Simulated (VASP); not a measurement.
Here is the system:

```xyz
2
Lattice="0.0000 2.3358 2.3358 2.3358 0.0000 2.3358 2.3358 2.3358 0.0000" Properties=species:S:1:pos:R:3 pbc="T T T"
Zr     0.0000     0.0000     0.0000
N      2.3358     2.3358     2.3358
```

Calculation: PBE GGA, VASP's PBE PAW potentials (set 64) (plane waves; VASP 6.6.1). Numerical set-up: 520 eV cut-off, 12×12×12 Γ-centred mesh, first-order Methfessel-Paxton smearing of 0.10 eV, potentials Zr_sv N.

Task: Estimate the energy per atom (σ→0), pressure, band gap (on the k-mesh) with the smallest direct gap where there is one.

Result: 
| Quantity | Result |
|---|---|
| band gap (on the k-mesh) | none (metal, semimetal or under 0.01 eV) |
| energy per atom (σ→0) | -10.168 eV/atom |
| pressure | -11.00 GPa |

Total energies compare only between runs with the same potentials, cut-off and functional.

The compound is ZrN in the rock salt structure. The cell was not relaxed at this level. The electron count is odd and the run is not spin-polarised, which forces a metal.
